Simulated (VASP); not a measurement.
Output of a VASP run:

**OSZICAR**
```
       N       E                     dE             d eps       ncg     rms          rms(c)
DAV:   1     0.508424963630E+02    0.50842E+02   -0.76521E+03  1857   0.154E+03
DAV:   2    -0.549346411216E+02   -0.10578E+03   -0.10370E+03  1896   0.335E+02
DAV:   3    -0.596049309574E+02   -0.46703E+01   -0.46356E+01  2184   0.826E+01
DAV:   4    -0.597135441204E+02   -0.10861E+00   -0.10857E+00  2267   0.135E+01
DAV:   5    -0.597182473852E+02   -0.47033E-02   -0.47031E-02  2373   0.250E+00    0.109E+00
DAV:   6    -0.561038769222E+02    0.36144E+01   -0.15377E+00  2163   0.301E+01    0.691E-01
DAV:   7    -0.562386003449E+02   -0.13472E+00   -0.83529E-02  2091   0.556E+00    0.338E-01
DAV:   8    -0.562294226583E+02    0.91777E-02   -0.76308E-02  1857   0.259E+00    0.115E-01
DAV:   9    -0.562545042766E+02   -0.25082E-01   -0.19245E-02  1950   0.210E+00    0.132E-01
DAV:  10    -0.562559504654E+02   -0.14462E-02   -0.82802E-04  2142   0.385E-01    0.109E-01
DAV:  11    -0.562580804056E+02   -0.21299E-02   -0.48829E-03  2025   0.112E+00    0.169E-02
DAV:  12    -0.562578238135E+02    0.25659E-03   -0.44072E-04  1908   0.289E-01    0.271E-02
DAV:  13    -0.562580581412E+02   -0.23433E-03   -0.14040E-04  2169   0.257E-01    0.732E-03
DAV:  14    -0.562581325501E+02   -0.74409E-04   -0.74194E-05  1881   0.948E-02    0.312E-03
DAV:  15    -0.562581297883E+02    0.27617E-05   -0.47020E-06  2157   0.220E-02    0.265E-03
DAV:  16    -0.562581298077E+02   -0.19376E-07   -0.17009E-07  1938   0.275E-03
   1 F= -.56258130E+02 E0= -.56258094E+02  d E =-.106126E-03
```

File OUTCAR:
```
------------------------ aborting loop because EDIFF is reached ----------------------------------------
  FORCE on cell =-STRESS in cart. coord.  units (eV):
  Direction    XX          YY          ZZ          XY          YZ          ZX
  --------------------------------------------------------------------------------------
  Total        0.5986022      0.5986022      0.5986022     -0.0000000      0.0000000     -0.0000000
  in kB       32.8763029     32.8763029     32.8763029     -0.0000000      0.0000000     -0.0000000
  external PRESSURE =      32.8763029 kB  Pullay stress =       0.0000000 kB
  volume of cell :       29.17
      direct lattice vectors                 reciprocal lattice vectors
     0.000000000  2.443310323  2.443310323    -0.204640399  0.204640399  0.204640399
     2.443310323  0.000000000  2.443310323     0.204640399 -0.204640399  0.204640399
     2.443310323  2.443310323  0.000000000     0.204640399  0.204640399 -0.204640399
 POSITION                                       TOTAL-FORCE (eV/Angst)
 -----------------------------------------------------------------------------------
      0.00000      0.00000      0.00000        -0.000000      0.000000     -0.000000
 -----------------------------------------------------------------------------------
    total drift:                               -0.000000     -0.000000     -0.000000
  FREE ENERGIE OF THE ION-ELECTRON SYSTEM (eV)
  ---------------------------------------------------
  free  energy   TOTEN  =       -56.2581298077 eV

  energy  without entropy=      -56.2580236820  energy(sigma->0) =      -56.25809443
```
(Selected blocks of OUTCAR.)

POSCAR:
```
Pb
1
    0.0000000000     2.4433103231     2.4433103231
    2.4433103231     0.0000000000     2.4433103231
    2.4433103231     2.4433103231     0.0000000000
Pb
1
Direct
  0.0000000000   0.0000000000   0.0000000000
```

**Question.** Reconstruct the remaining input files.

**Answer.** This is not unique; one that fits is the input of the run itself, r2SCAN meta-GGA, plane waves, VASP's PBE PAW potentials (set 64).

### INCAR
```
SYSTEM = Pb
PREC = Accurate; ENCUT = 520; LREAL = F
LASPH = T
EDIFF = 1E-7; NELM = 100; ALGO = Normal
LMAXMIX = 4; LMIXTAU = T
ISMEAR = 1; SIGMA = 0.1
METAGGA = R2SCAN
ISIF = 2
LWAVE = F; LCHARG = F
```

**KPOINTS**
```
Automatic
0
gamma
13 13 13
0 0 0
```

POTCAR, in this order: Pb_d (PBE.64 set). Program: vasp_std.

The compound is Pb in the fcc structure. This cell is one point of a volume scan, at 0.94 of the reference volume.
